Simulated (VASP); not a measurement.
An input for Ansatz (written as the equivalent of a VASP run, and not itself run):

Ansatz 0.2 input:
```yaml
crystal:
  lattice:
    - [0.0000000, 2.3244172, 2.3244172]
    - [2.3244172, 0.0000000, 2.3244172]
    - [9.2867238, 9.2867238, 0.0109451]
  atoms:
    - { symbol: Zr, position: [0.0022290, 0.0022290, 0.9983283] }
    - { symbol: Zr, position: [0.9977710, 0.9977710, 0.2516717] }
    - { symbol: Zr, position: [0.9990117, 0.9990117, 0.5007412] }
    - { symbol: Zr, position: [0.0009883, 0.0009883, 0.7492588] }
    - { symbol: N, position: [0.5000000, 0.5000000, 0.1250000] }
    - { symbol: C, position: [0.5055790, 0.5055790, 0.3708158] }
    - { symbol: C, position: [0.5000000, 0.5000000, 0.6250000] }
    - { symbol: C, position: [0.4944210, 0.4944210, 0.8791842] }
kpoints:
  mp_grid: { grid: [10, 10, 3] }
hamiltonian:
  xc: pbesol
  pseudopotentials: { kind: paw }
scf:
  occupations: { method: methfessel_paxton, width: 0.1 }
  max_iter: 100
relax:
  max_steps: 60
  f_tol: 0.02
  cell: {}
output: { forces: true, stress: true, eigenvalues: true }
```

Task: Write the VASP files for the same calculation (PBEsol).

Result: One answer among several that fit: 
### POSCAR
```
Zr4C3N
1
   -0.0000000000     2.3244172213     2.3244172213
    2.3244172213     0.0000000000     2.3244172213
    9.2867238010     9.2867238010     0.0109450841
Zr N C
4 1 3
Direct
  0.0022289896   0.0022289896   0.9983282578
  0.9977710104   0.9977710104   0.2516717422
  0.9990116773   0.9990116773   0.5007412420
  0.0009883227   0.0009883227   0.7492587580
  0.5000000000   0.5000000000   0.1250000000
  0.5055789793   0.5055789793   0.3708157655
  0.5000000000   0.5000000000   0.6250000000
  0.4944210207   0.4944210207   0.8791842345
```

KPOINTS:
```
Automatic mesh
0
Gamma
10 10 3
0 0 0
```

**INCAR**
```
LMAXMIX  =  4   ! l cut-off of mixed one-centre charges
IBRION  =  2   ! conjugate gradients
ISMEAR  =  1
ENCUT  =  520   ! plane-wave cut-off (eV)
NELM  =  100   ! most electronic steps
LWAVE  =  F
EDIFFG  =  -0.02   ! ionic stop
GGA  =  PS
NSW  =  60   ! most ionic steps
ALGO  =  Normal
EDIFF  =  1E-6
LCHARG  =  F
SIGMA  =  0.1   ! width (eV)
LASPH  =  T   ! aspherical one-centre terms
SYSTEM  =  Zr4C3N
PREC  =  Accurate
ISIF  =  3   ! ions, shape and volume
LREAL  =  F   ! projection in real space or not
```

POTCAR, in this order: Zr_sv N C (PBE.64 set). Program: vasp_std.

Limits of the translation: each code has its own PAW files, so the cut-off isn't converted (ENCUT is set for VASP's; basis.ecutwfc is left out, and Ansatz then takes the one that its files recommend); Ansatz stops its SCF on the density residual and VASP on the energy change (EDIFF).

The structure was generated: Zr4C3N was put into an ordered model structure (R-3m), which need not be its known phase. This run relaxes it. Symmetry was kept, so distortions that lower it aren't found. The start is the result of an earlier pass.
